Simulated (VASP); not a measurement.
# CH₂IF: training a force field on the fly

CH₂IF, molecule in box, 5 atoms in the cell. PBE, machine-learned force field trained on the fly; PAW potentials F, C, I, H (PBE set).

## Input

INCAR.step1:
```
ALGO = Fast
ANDERSEN_PROB = 0.1
EDIFF = 1E-5
ENCUT = 400
IBRION = 0
ISIF = 2
ISMEAR = 0
ISYM = 0
LCHARG = False
LREAL = False
LWAVE = False
MDALGO = 1
ML_CTIFOR = 1E-6
ML_ICRITERIA = 0
ML_LMLFF = True
ML_MODE = train
ML_NMDINT = 1
ML_WTSIF = 1E-10
NELM = 100
NELMIN = 4
NSW = 160
POTIM = 0.7
PREC = Normal
RANDOM_SEED = 631094 0 0
SIGMA = 0.05
TEBEG = 300
```

INCAR.step2:
```
ALGO = Fast
EDIFF = 1E-5
ENCUT = 400
IBRION = 0
ISIF = 2
ISMEAR = 0
ISYM = 0
LANGEVIN_GAMMA = 10 10 10 10
LCHARG = False
LREAL = False
LWAVE = False
MDALGO = 3
ML_CTIFOR = 0.02
ML_LMLFF = True
ML_MODE = train
ML_NMDINT = 2
ML_WTSIF = 1E-10
NELM = 100
NELMIN = 4
NSW = 2000
POTIM = 0.7
PREC = Normal
RANDOM_SEED = 339425 0 0
SIGMA = 0.05
TEBEG = 180
TEEND = 375
```

INCAR.step3:
```
ALGO = Fast
EDIFF = 1E-5
ENCUT = 400
ISMEAR = 0
ISYM = 0
LCHARG = False
LREAL = False
LWAVE = False
ML_LMLFF = True
ML_MODE = refit
ML_WTSIF = 1E-10
NELM = 100
NELMIN = 4
PREC = Normal
SIGMA = 0.05
```

INCAR.step4:
```
ENCUT = 400
IBRION = -1
ISMEAR = 0
ISYM = 0
LCHARG = False
LWAVE = False
ML_LMLFF = True
ML_MODE = run
NSW = 0
NWRITE = 2
PREC = Normal
SIGMA = 0.05
```

INCAR.step5:
```
ALGO = Fast
EDIFF = 1E-5
ENCUT = 400
ISMEAR = 0
ISYM = 0
LCHARG = False
LREAL = False
LWAVE = False
NELM = 100
NELMIN = 4
PREC = Normal
SIGMA = 0.05
```

INCAR.step6:
```
EDIFFG = -2E-4
ENCUT = 400
IBRION = 2
ISIF = 2
ISMEAR = 0
ISYM = 0
LCHARG = False
LWAVE = False
ML_LMLFF = True
ML_MODE = run
NSW = 300
NWRITE = 0
PREC = Normal
SIGMA = 0.05
```

KPOINTS:
```
k-points
0
Gamma
  1 1 1
```

POSCAR.step1:
```
H2CIF
1.0
    9.0000000000      0.0000000000      0.0000000000
    0.0000000000      8.0000000000      0.0000000000
    0.0000000000      0.0000000000      8.5000000000
F C I H
1 1 1 2
Direct
    0.6571444500      0.6139312500      0.4612353000
    0.5420666600      0.5108062500      0.4940470700
    0.3428555500      0.5935562500      0.3802117600
    0.5651222200      0.3860687500      0.4492705900
    0.5194777800      0.5117937500      0.6197882400
```

Commands (each step's output is kept before the next begins):
```
cat potpaw_PBE.64/F/POTCAR potpaw_PBE.64/C/POTCAR potpaw_PBE.64/I/POTCAR potpaw_PBE.64/H/POTCAR > POTCAR
cp INCAR.step1 INCAR
cp POSCAR.step1 POSCAR
mpirun -np 4 vasp_gam > vasp.out
cp ML_ABN ../ML_AB
cp CONTCAR POSCAR
cp ../ML_AB ML_AB
cp INCAR.step2 INCAR
mpirun -np 4 vasp_gam > vasp.out
cp ML_ABN ../ML_AB
cp CONTCAR POSCAR
cp ../ML_AB ML_AB
cp INCAR.step3 INCAR
mpirun -np 4 vasp_gam > vasp.out
cp ML_FFN ../ML_FF
cp ../ML_FF ML_FF
rm ML_AB
cp INCAR.step4 INCAR
mpirun -np 4 vasp_gam > vasp.out
cp INCAR.step5 INCAR
mpirun -np 4 vasp_gam > vasp.out
cp INCAR.step6 INCAR
mpirun -np 4 vasp_gam > vasp.out
cp CONTCAR ../POSCAR.min
cp CONTCAR POSCAR
cp INCAR.step5 INCAR
mpirun -np 4 vasp_gam > vasp.out
cp INCAR.step4 INCAR
mpirun -np 4 vasp_gam > vasp.out
```

## Result

- Force error of the fit (eV/Å): 0.004
- Energy error of the fit (eV/atom): 0.0001

The training runs are MD at 180 to 375 K, 1.5 ps in all.

Between the relaxed minimum and a frame of the training run, the force field gives 0.222 eV and DFT 0.210 eV.

ML_LOGFILE.step1:
```
# STATUS This line describes the overall status of each step.
# STATUS
# STATUS nstep ..... MD time step or input structure counter
# STATUS state ..... One-word description of step action
# STATUS             - "accurate"  (1) : Errors are low, force field is used
# STATUS             - "threshold" (2) : Errors exceeded threshold, structure is sampled from ab initio
# STATUS             - "learning"  (3) : Stored configurations are used for training force field
# STATUS             - "critical"  (4) : Errors are high, ab initio sampling and learning is enforced
# STATUS             - "predict"   (5) : Force field is used in prediction mode only, no error checking
# STATUS             - "predfast"  (6) : Prediction mode only, no error checking, no error estimates
# STATUS             - "interval"  (7) : Errors exceeded threshold, but too close to last sampling (ML_NMDINT)
# STATUS is ........ Integer representation of above one-word description (integer in parenthesis)
# STATUS doabin .... Perform ab initio calculation (T/F)
# STATUS iff ....... Force field available (T/F, False after startup hints to possible convergence problems)
[... 34 lines left out ...]
BEEF                  157   4.32215560E-06   3.28146192E-03   1.39890812E-03   1.00000000E-06   5.33339486E-02   3.47131811E-02
BEEF                  158   4.27949411E-06   3.14926480E-03   1.35573533E-03   1.00000000E-06   5.38545703E-02   3.52477766E-02
BEEF                  159   4.11113542E-06   2.74740018E-03   1.20760869E-03   1.00000000E-06   5.51182226E-02   3.63134711E-02
BEEF                  160   3.99137126E-06   2.56016821E-03   1.14369416E-03   1.00000000E-06   5.59166592E-02   3.68981906E-02
ERR                   157   7.41174893E-05   6.92303295E-03   2.71369252E+00
ERR                   158   7.50743489E-05   7.04200987E-03   2.67804020E+00
ERR                   159   7.48004172E-05   7.06975197E-03   2.70570303E+00
ERR                   160   7.52270278E-05   7.06514446E-03   2.67965492E+00
```

ML_LOGFILE.step2:
```
# STATUS This line describes the overall status of each step.
# STATUS
# STATUS nstep ..... MD time step or input structure counter
# STATUS state ..... One-word description of step action
# STATUS             - "accurate"  (1) : Errors are low, force field is used
# STATUS             - "threshold" (2) : Errors exceeded threshold, structure is sampled from ab initio
# STATUS             - "learning"  (3) : Stored configurations are used for training force field
# STATUS             - "critical"  (4) : Errors are high, ab initio sampling and learning is enforced
# STATUS             - "predict"   (5) : Force field is used in prediction mode only, no error checking
# STATUS             - "predfast"  (6) : Prediction mode only, no error checking, no error estimates
# STATUS             - "interval"  (7) : Errors exceeded threshold, but too close to last sampling (ML_NMDINT)
# STATUS is ........ Integer representation of above one-word description (integer in parenthesis)
# STATUS doabin .... Perform ab initio calculation (T/F)
# STATUS iff ....... Force field available (T/F, False after startup hints to possible convergence problems)
[... 31 lines left out ...]
SPRSC                 910       165       165 F         44        44 C         56        54 I         46        44 H         90        90
BEEF                 1997   6.44891460E-05   1.04937725E-02   5.11996771E-03   2.00000000E-02   7.01656657E-02   4.80548009E-02
BEEF                 1998   6.10338734E-05   8.73048471E-03   4.46585000E-03   2.00000000E-02   6.38495504E-02   4.59431984E-02
BEEF                 1999   5.87087984E-05   8.44847329E-03   4.18190926E-03   2.00000000E-02   6.31625712E-02   4.48184099E-02
BEEF                 2000   5.72260584E-05   8.80513073E-03   4.29301105E-03   2.00000000E-02   6.36234301E-02   4.47067183E-02
ERR                     0   7.51263942E-05   7.06312681E-03   2.68066159E+00
ERR                   910   9.16819638E-05   7.92808276E-03   2.66223802E+00
```

ML_LOGFILE.step3:
```
# STATUS This line describes the overall status of each step.
# STATUS
# STATUS nstep ..... MD time step or input structure counter
# STATUS state ..... One-word description of step action
# STATUS             - "accurate"  (1) : Errors are low, force field is used
# STATUS             - "threshold" (2) : Errors exceeded threshold, structure is sampled from ab initio
# STATUS             - "learning"  (3) : Stored configurations are used for training force field
# STATUS             - "critical"  (4) : Errors are high, ab initio sampling and learning is enforced
# STATUS             - "predict"   (5) : Force field is used in prediction mode only, no error checking
# STATUS             - "predfast"  (6) : Prediction mode only, no error checking, no error estimates
# STATUS             - "interval"  (7) : Errors exceeded threshold, but too close to last sampling (ML_NMDINT)
# STATUS is ........ Integer representation of above one-word description (integer in parenthesis)
# STATUS doabin .... Perform ab initio calculation (T/F)
# STATUS iff ....... Force field available (T/F, False after startup hints to possible convergence problems)
[... 20 lines left out ...]
# BEEF bee_ave_stress ... Bayesian error estimate of stresses (average) (kB)
# BEEF              nstep       bee_energy    bee_max_force    bee_ave_force        threshold   bee_max_stress   bee_ave_stress
# BEEF                  2                3                4                5                6                7                8
# SPRSC This line shows the results of sparsification regarding the number
# SPRSC of reference structures and local reference configurations.
# SPRSC
STATUS                  0  learning  3      T      F         0         0
STATUS                  1  accurate  1      F      T         1         1
SPRSC                   0       165       165 F         44        44 C         54        54 I         44        44 H         90        90
ERR                     0   5.32741345E-05   3.93253551E-03   2.49421931E+00
```

Limits: the nuclei move classically.

VASP 6.6.1 took 198 s on 4 cores (Intel Xeon 6975P-C (Granite Rapids)), a shared host.
